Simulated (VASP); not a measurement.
# La2TaO5 (P6/mmm) in VASP: notebook

The runs below take La2TaO5 through relaxation of cell and atoms, with PBE.

All numbers are computed with VASP 6.6.1; they aren't measurements. Logs are shortened: lines on timing, memory, paths and dates and some standing lists are left out, and cuts for length are marked.

### Step 1. The structure

Symmetry: P6/mmm, No. 191, hexagonal system. The conventional cell has a = 4.139 Å, b = 4.139 Å, c = 8.366 Å, α = 90.00°, β = 90.00°, γ = 120.00°. La (site symmetry 6mm) is surrounded by 6 O at 2.58 Å and 1 Ta at 2.65 Å. Ta (site symmetry 6/mmm) has 6 O at 2.39 Å and 2 La at 2.65 Å as nearest neighbours. O (site symmetry mmm) has 4 O at 2.07 Å as nearest neighbours. O (site symmetry -6m2) is surrounded by 3 O at 2.39 Å and 3 Ta at 2.39 Å.

The cell was built by a generator and needn't be a form met in nature.

### Step 2. Relaxation of cell and atoms, PBE

INCAR

```
PREC     = Normal         # precision mode
ENCUT    = 520            # plane-wave cutoff, eV
EDIFF    = 1E-4           # SCF threshold, eV
ISMEAR   = 0              # smearing method
SIGMA    = 0.15           # smearing width, eV
LREAL    = F              # projectors in reciprocal space
LASPH    = T              # aspherical terms in the spheres
NELM     = 60             # most SCF steps
ALGO     = Fast           # electronic algorithm
ISIF     = 3              # what is computed and relaxed
LWAVE    = F              # write WAVECAR
LCHARG   = F              # write CHGCAR
GGA      = PE             # functional
IBRION   = 2              # ionic algorithm
NSW      = 24             # ionic steps
EDIFFG   = -0.08          # ionic threshold
```

KPOINTS

```
Automatic mesh
0
Gamma
  4 4 2
```

POSCAR

```
La2TaO5
1.0
    4.1385102300      0.0000000000      0.0000000000
   -2.0692551100      3.5840549900      0.0000000000
    0.0000000000      0.0000000000      8.3658310300
La Ta O
2 1 5
Direct
    0.0000000000      0.0000000000      0.8163499900
    0.0000000000      0.0000000000      0.1836500100
    0.0000000000      0.0000000000      0.5000000000
    0.5000000000      0.0000000000      0.0000000000
    0.0000000000      0.5000000000      0.0000000000
    0.5000000000      0.5000000000      0.0000000000
    0.3333333300      0.6666666700      0.5000000000
    0.6666666700      0.3333333300      0.5000000000
```

Potentials or basis: VASP PAW PBE potentials, release 64 (La, Ta_pv, O).

Launch:

```bash
$ cat potpaw_PBE.64/La/POTCAR potpaw_PBE.64/Ta_pv/POTCAR potpaw_PBE.64/O/POTCAR > POTCAR
$ mpirun -np 1 vasp_std > vasp.out
```

OUTCAR:

```text
PREC = Normal
   ENCUT = 520
   EDIFF = 1E-4
   ISMEAR = 0
   LREAL = F
   LASPH = T
   NELM = 60
   ISIF = 3
   GGA = PE
   IBRION = 2
   NSW = 24
   EDIFFG = -0.08

 ion  position               nearest neighbor table
   1  0.000  0.000  0.816-   5 2.58   5 2.58   6 2.58   6 2.58   4 2.58   4 2.58   3 2.65   2 3.07

   2  0.000  0.000  0.184-   5 2.58   5 2.58   6 2.58   6 2.58   4 2.58   4 2.58   3 2.65   1 3.07

   3  0.000  0.000  0.500-   7 2.39   8 2.39   7 2.39   8 2.39   8 2.39   7 2.39   1 2.65   2 2.65

   4  0.500  0.000  0.000-   1 2.58   2 2.58   1 2.58   2 2.58
   5  0.000  0.500  0.000-   1 2.58   2 2.58   1 2.58   2 2.58
   6  0.500  0.500  0.000-   1 2.58   2 2.58   1 2.58   2 2.58
   7  0.333  0.667  0.500-   3 2.39   3 2.39   3 2.39
   8  0.667  0.333  0.500-   3 2.39   3 2.39   3 2.39

  LATTYP: Found a hexagonal cell.
 ALAT       =     4.1385102300
 C/A-ratio  =     2.0214595507

  Lattice vectors:

 A1 = (   4.1385102300,   0.0000000000,   0.0000000000)
 A2 = (  -2.0692551100,   3.5840549900,   0.0000000000)
 A3 = (   0.0000000000,   0.0000000000,   8.3658310300)

Analysis of symmetry for initial positions (statically):
=====================================================================
 Subroutine PRICEL returns:
 Original cell was already a primitive cell.

 Routine SETGRP: Setting up the symmetry group for a
 hexagonal supercell.

 Subroutine GETGRP returns: Found 24 space group operations
 (whereof 24 operations were pure point group operations)
 out of a pool of 24 trial point group operations.

The static configuration has the point symmetry D_6h.

Analysis of symmetry for dynamics (positions and initial velocities):
=====================================================================
 Subroutine PRICEL returns:
 Original cell was already a primitive cell.

 Routine SETGRP: Setting up the symmetry group for a
 hexagonal supercell.

 Subroutine GETGRP returns: Found 24 space group operations
 (whereof 24 operations were pure point group operations)
 out of a pool of 24 trial point group operations.

The dynamic configuration has the point symmetry D_6h.

 Subroutine INISYM returns: Found 24 space group operations
 (whereof 24 operations are pure point group operations),
 and found     1 'primitive' translations

----------------------------------------------------------------------------------------

                                     Primitive cell

  volume of cell :     124.0874

  direct lattice vectors                    reciprocal lattice vectors
     4.138510230  0.000000000  0.000000000     0.241632845  0.139506788  0.000000000
    -2.069255110  3.584054990  0.000000000     0.000000000  0.279013576  0.000000000
     0.000000000  0.000000000  8.365831030     0.000000000  0.000000000  0.119533851

  length of vectors
     4.138510230  4.138510225  8.365831030     0.279013576  0.279013576  0.119533851

  position of ions in fractional coordinates (direct lattice)
     0.000000000  0.000000000  0.816349990
     0.000000000  0.000000000  0.183650010
     0.000000000  0.000000000  0.500000000
     0.500000000  0.000000000  0.000000000
     0.000000000  0.500000000  0.000000000
     0.500000000  0.500000000  0.000000000
     0.333333330  0.666666670  0.500000000
     0.666666670  0.333333330  0.500000000

  ion indices of the primitive-cell ions
   primitive index   ion index
                 1           1
                 2           2
                 3           3
                 4           4
                 5           5
                 6           6
                 7           7
                 8           8

----------------------------------------------------------------------------------------

 KPOINTS: Automatic mesh

Automatic generation of k-mesh.
 Grid dimensions read from file:
 generate k-points for:    4    4    2

 Generating k-lattice:

  Cartesian coordinates                     Fractional coordinates (reciprocal lattice)
     0.060408211  0.034876697  0.000000000     0.250000000  0.000000000  0.000000000
     0.000000000  0.069753394  0.000000000     0.000000000  0.250000000  0.000000000
     0.000000000  0.000000000  0.059766926     0.000000000  0.000000000  0.500000000

  Length of vectors
     0.069753394  0.069753394  0.059766926

  Shift w.r.t. Gamma in fractional coordinates (k-lattice)
     0.000000000  0.000000000  0.000000000

 Subroutine IBZKPT returns following result:
 ===========================================

 Found      8 irreducible k-points:

 Following reciprocal coordinates:
            Coordinates               Weight
  0.000000  0.000000  0.000000      1.000000
  0.250000  0.000000  0.000000      6.000000
  0.500000  0.000000  0.000000      3.000000
  0.250000  0.250000  0.000000      6.000000
  0.000000  0.000000  0.500000      1.000000
  0.250000  0.000000  0.500000      6.000000
  0.500000  0.000000  0.500000      3.000000
  0.250000  0.250000  0.500000      6.000000
   k-points           NKPTS =      8   k-points in BZ     NKDIM =      8   number of bands    NBANDS=     37
   number of dos      NEDOS =    301   number of ions     NIONS =      8
   total plane-waves  NPLWV =  27648
   dimension x,y,z NGX =    24 NGY =   24 NGZ =   48
   dimension x,y,z NGXF=    48 NGYF=   48 NGZF=   96
   ions per type =               2   1   5
   NGX,Y,Z   is equivalent  to a cutoff of   9.64,  9.64,  9.54 a.u.
   NGXF,Y,Z  is equivalent  to a cutoff of  19.28, 19.28, 19.08 a.u.
 SYSTEM =  unknown system
   PREC   = normal    normal or accurate (medium, high low for compatibility)
   ISTART =      0    job   : 0-new  1-cont  2-samecut
   ICHARG =      2    charge: 1-file 2-atom 10-const
   ISPIN  =      1    spin polarized calculation?
   LNONCOLLINEAR =      F non collinear calculations
   LSORBIT =      F    spin-orbit coupling
   LASPH  =      T    aspherical Exc in radial PAW
   ENCUT  =  520.0 eV  38.22 Ry    6.18 a.u.   7.69  7.69 15.55*2*pi/ulx,y,z
   NELM   =     60;   NELMIN=  2; NELMDL= -5     # of ELM steps
   EDIFF  = 0.1E-03   stopping-criterion for ELM
   LREAL  =      F    real-space projection
   EDIFFG = -.8E-01   stopping-criterion for IOM
   NSW    =     24    number of steps for IOM
   IBRION =      2    ionic relax: 0-MD 1-quasi-New 2-CG
   NFREE  =      1    steps in history (QN), initial steepest desc. (CG)
   ISIF   =      3    stress and relaxation
   ISYM   =      2    0-nonsym 1-usesym 2-fastsym
   POTIM  = 0.5000    time-step for ionic-motion
   TEBEG  =    0.0;   TEEND  =   0.0 temperature during run
   PSTRESS=    0.0 pullay stress
   NELECT =      63.0000    total number of electrons
   NUPDOWN=      -1.0000    fix difference up-down
   EMIN   =  10.00;   EMAX   =-10.00  energy-range for DOS
   EFERMI =   0.00;   METHOD = LEGACY
   ISMEAR =     0;   SIGMA  =   0.15  broadening in eV -4-tet -1-fermi 0-gaus
   EFERMI_NEDOS =   21; number of points for ismear=-14 and -15
   IALGO  =     68    algorithm
   IMIX   =      4    mixing-type and parameters
     AMIX     =   0.40;   BMIX     =  1.00
     AMIX_MAG =   1.60;   BMIX_MAG =  1.00
  volume/ion in A,a.u.               =      15.51       104.67
  Fermi-wavevector in a.u.,A,eV,Ry     =   1.306008  2.467997 23.206862  1.705656
  Thomas-Fermi vector in A             =   2.436839
   LORBIT       =      0    0 simple, 1 ext, 2 COOP (PROOUT), +10 PAW based schemes
   GGA     = PE    functional components
   LHFCALC =     F    Hartree Fock is set to
   AEXX    =    0.0000 exact exchange contribution
   IVDW    =     0    specifies the selected vdW correction
   LEPSILON=     F    determine dielectric tensor
   LRPA    =     F    only Hartree local field effects (RPA)
 conjugate gradient relaxation of ions
 non-spin polarized calculation
 RMM-DIIS sequential band-by-band and
 Gauss-broadening in eV      SIGMA  =   0.15
  energy-cutoff  :      520.00
  volume of cell :      124.09
 maximum number of plane-waves:      3373
   NGX = 15   NGY = 15   NGZ = 31

--------------------------------------- Ionic step        1  -------------------------------------------

 number of electron      62.9999932 magnetization

 Free energy of the ion-electron system (eV)
  ---------------------------------------------------
  ext. energy  EPLUGINS =         0.00000000
  ---------------------------------------------------
  free energy    TOTEN  =       -54.15405497 eV

  energy without entropy =      -54.10009538  energy(sigma->0) =      -54.12707517

------------------------ aborting loop EDIFF was not reached (unconverged)  ----------------------------

  FORCE on cell =-STRESS in cart. coord.  units (eV):
  Direction    XX          YY          ZZ          XY          YZ          ZX
  --------------------------------------------------------------------------------------
  -------------------------------------------------------------------------------------
  Total       -3.3530692     -3.3530691      6.0721585     -0.0000000     -0.0000000      0.0000000
  in kB      -43.2937601    -43.2937600     78.4017751     -0.0000001     -0.0000000      0.0000000
  external PRESSURE =      -2.7285817 kB  Pullay stress =       0.0000000 kB

 VOLUME and BASIS-vectors are now :
 -----------------------------------------------------------------------------
  energy-cutoff  :      520.00
  volume of cell :      124.09
      direct lattice vectors                 reciprocal lattice vectors
     4.138510230  0.000000000  0.000000000     0.241632845  0.139506788  0.000000000
    -2.069255110  3.584054990  0.000000000     0.000000000  0.279013576  0.000000000
     0.000000000  0.000000000  8.365831030     0.000000000  0.000000000  0.119533851
[... 98 lines left out ...]
  FREE ENERGIE OF THE ION-ELECTRON SYSTEM (eV)
  ---------------------------------------------------
  free  energy   TOTEN  =       -55.1374619841 eV

  energy  without entropy=      -55.0602434806  energy(sigma->0) =      -55.09885273

[... ionic steps 4 to 8 ...]

--------------------------------------- Ionic step        9  -------------------------------------------

 number of electron      63.0000003 magnetization

------------------------ aborting loop because EDIFF is reached ----------------------------------------

  FORCE on cell =-STRESS in cart. coord.  units (eV):
  Direction    XX          YY          ZZ          XY          YZ          ZX
  --------------------------------------------------------------------------------------
  -------------------------------------------------------------------------------------
  Total       -0.4736213     -0.4736213     -0.7859692     -0.0000000     -0.0000000      0.0000000
  in kB       -5.6841629     -5.6841629     -9.4328038     -0.0000000     -0.0000000      0.0000000
  external PRESSURE =      -6.9337099 kB  Pullay stress =       0.0000000 kB
[... 69 lines left out ...]
  energy  without entropy=      -55.3153588406  energy(sigma->0) =      -55.35240394

--------------------------------------- Ionic step       11  -------------------------------------------

 number of electron      62.9999993 magnetization

 Free energy of the ion-electron system (eV)
  ---------------------------------------------------
  ext. energy  EPLUGINS =         0.00000000
  ---------------------------------------------------
  free energy    TOTEN  =       -55.39084950 eV

  energy without entropy =      -55.31752217  energy(sigma->0) =      -55.35418583

 E-fermi :   6.7850     XC(G=0): -10.1408

 val. band max:        6.7646372296   @ k =   0.5000   0.0000   0.5000
 cond. band min:       6.8242426303   @ k =   0.2500   0.0000   0.0000
 fundamental gap:      0.0596054007
 Fermi energy:         6.7850375152

 k-point     1 :       0.0000    0.0000    0.0000
  band No.  band energies     occupation
      1     -28.9434      2.00000
      2     -28.9434      2.00000
      3     -28.9141      2.00000
      4     -26.6265      2.00000
      5     -26.0706      2.00000
      6     -15.2608      2.00000
[... 344 lines left out ...]
  FREE ENERGIE OF THE ION-ELECTRON SYSTEM (eV)
  ---------------------------------------------------
  free  energy   TOTEN  =       -55.3908494988 eV

  energy  without entropy=      -55.3175221690  energy(sigma->0) =      -55.35418583

 reached required accuracy - stopping structural energy minimisation
```

It took 3.1 min on 1 thread of Intel Xeon 6975P-C (Granite Rapids), shared host; peak memory 0.21 GiB.

Results:

```
Free energy                            : -55.3908 eV
Relaxed volume                         : 16.61 Å³/atom
Relaxed cell                           : a = 4.072 Å, b = 4.072 Å, c = 9.252 Å, α = 90.00°, β = 90.00°, γ = 120.00°
Space group after relaxing (to 0.05 Å) : P6/mmm (No. 191)
Energy gained by relaxing              : 154.6 meV/atom
Ionic steps                            : 11
Pressure after relaxing                : 0.2 GPa
Largest force after relaxing           : 0.012 eV/Å
Band gap on the k mesh                 : none (metal or under the smearing width)
```

Forces on the atoms (eV/Å):
```
La   0.000  0.000 -0.012
La   0.000  0.000  0.012
Ta   0.000  0.000  0.000
O    0.000  0.000  0.000
O    0.000  0.000  0.000
O    0.000  0.000  0.000
O    0.000  0.000  0.000
O    0.000  0.000  0.000
```

The path:
```csv
step,energy change (eV),largest force (eV/Å),pressure (GPa),volume (Å³)
1,0.0000,3.5917,-0.27,124.09
2,-0.9695,0.1490,5.55,123.48
3,-0.9834,0.3983,6.70,123.39
4,-1.2096,0.3608,-2.71,135.29
5,-1.2239,0.2600,-0.70,132.81
6,-1.2237,0.2685,-0.87,133.22
7,-1.2228,0.2864,-1.18,133.58
8,-1.2344,0.0048,-0.32,133.47
9,-1.2353,0.0638,-0.69,133.50
10,-1.2354,0.1157,0.51,132.19
11,-1.2368,0.0117,0.24,132.88
```

Final structure:
```xyz
8
Lattice="4.0724 0.0000 0.0000 -2.0362 3.5268 0.0000 0.0000 0.0000 9.2516" Properties=species:S:1:pos:R:3 pbc="T T T"
La    0.0000    0.0000    7.8224
La    0.0000    0.0000    1.4291
Ta    0.0000    0.0000    4.6258
O     2.0362    0.0000    0.0000
O    -1.0181    1.7634    0.0000
O     1.0181    1.7634    0.0000
O     0.0000    2.3512    4.6258
O     2.0362    1.1756    4.6258
```

Caveat: the k mesh is coarse (spacing up to 0.44 Å⁻¹), so the values aren't converged; an odd number of electrons without spin polarisation forces a metal; a magnetic or distorted state may lie lower; the relaxation stopped at a loose force limit of 0.08 eV/Å, so its end isn't a converged minimum. Spin-orbit coupling is left out, which matters for the levels of La, Ta.

### Step 3. Relaxation of cell and atoms, PBE

This run uses another cell than the first one, of 15.75 Å³/atom, 1.016 times its volume.

INCAR is that of step 2.

KPOINTS is that of step 2.

POSCAR

```
La2TaO5
1.0
    4.1681537700      0.0000000000      0.0000000000
   -2.0840768900      3.6097270500      0.0000000000
    0.0000000000      0.0000000000      8.3751540300
La Ta O
2 1 5
Direct
    0.0000000000      0.0000000000      0.6841953700
    0.0000000000      0.0000000000      0.3158046300
    0.0000000000      0.0000000000      0.0000000000
    0.3333333300      0.6666666700      0.2914240200
    0.3333333300      0.6666666700      0.7085759800
    0.1887763400      0.8112236600      0.5000000000
    0.1887763400      0.3775526800      0.5000000000
    0.6224473200      0.8112236600      0.5000000000
```

Potentials or basis: VASP PAW PBE potentials, release 64 (La, Ta_pv, O).

Launch:

```bash
$ cat potpaw_PBE.64/La/POTCAR potpaw_PBE.64/Ta_pv/POTCAR potpaw_PBE.64/O/POTCAR > POTCAR
$ mpirun -np 1 vasp_std > vasp.out
```

Wall time 5 min (1 thread of Intel Xeon 6975P-C (Granite Rapids), shared host); peak memory 0.21 GiB.

Results (log left out):

```yaml
Free_energy: -51.9524 eV
Relaxed_volume: 17.58 Å³/atom
Relaxed_cell: a = 3.897 Å, b = 3.897 Å, c = 10.690 Å, α = 90.00°, β = 90.00°, γ = 120.00°
Space_group_after_relaxing_to_0.05_Å: P-6m2 (No. 187)
Energy_gained_by_relaxing: 1221.8 meV/atom
Ionic_steps: 17
Pressure_after_relaxing: 0.2 GPa
Largest_force_after_relaxing: 0.032 eV/Å
Band_gap_on_the_k_mesh: none (metal or under the smearing width)
```

Forces on the atoms (eV/Å):
```
La   0.000  0.000 -0.027
La   0.000  0.000  0.027
Ta   0.000  0.000  0.000
O    0.000  0.000  0.018
O    0.000  0.000 -0.018
O    0.028 -0.016  0.000
O    0.000  0.032  0.000
O   -0.028 -0.016  0.000
```

Step by step:
```tsv
step	energy change (eV)	largest force (eV/Å)	pressure (GPa)	volume (Å³)
1	0.0000	6.9535	35.95	126.01
2	-3.3506	3.5277	-20.20	199.05
3	-6.3817	2.4630	-7.51	161.65
4	-9.1058	1.1438	-4.20	151.41
5	-9.5902	0.6047	-2.32	146.48
6	-9.6228	0.4613	-1.63	144.89
7	-9.6210	0.5484	-1.63	145.26
8	-9.6513	0.5960	1.70	141.74
9	-9.6596	0.5751	0.92	142.83
10	-9.6941	0.4010	0.23	143.41
11	-9.7064	0.4264	-0.91	144.12
12	-9.7319	0.4446	0.13	142.41
13	-9.7468	0.4807	1.29	140.19
14	-9.7693	0.2027	0.28	140.82
15	-9.7718	0.0834	-0.34	141.15
16	-9.7719	0.0953	-0.40	141.11
17	-9.7745	0.0323	0.15	140.62
```

Final structure:
```
La Ta O
1.0
     3.89739    0.00000    0.00000
    -1.94869    3.37524    0.00000
     0.00000    0.00000   10.68966
La Ta O
2 1 5
Cartesian
  0.0000 0.0000 7.4872
  0.0000 0.0000 3.2024
  0.0000 0.0000 0.0000
  0.0000 2.2502 2.4291
  0.0000 2.2502 8.2605
  -0.9476 2.7972 5.3448
  0.0000 1.1560 5.3448
  0.9476 2.7972 5.3448
```

Levels at points of the mesh, in eV from the Fermi level:
```tsv
k point	band 29	band 30	band 31	band 32	band 33	band 34
(0.00, 0.00, 0.00)	-2.07	-0.24	0.18	0.18	0.76	0.76
(0.50, 0.00, 0.00)	-2.35	-2.08	-1.17	-0.40	0.05	0.66
(0.00, 0.00, 0.50)	-2.11	0.00	0.18	0.18	0.73	0.73
(0.50, 0.00, 0.50)	-2.33	-2.09	-1.17	-0.24	0.09	0.65
```

Caveat: the k mesh is coarse (spacing up to 0.44 Å⁻¹), so the values aren't converged; an odd number of electrons without spin polarisation forces a metal; a magnetic or distorted state may lie lower; the relaxation stopped at a loose force limit of 0.08 eV/Å, so its end isn't a converged minimum.
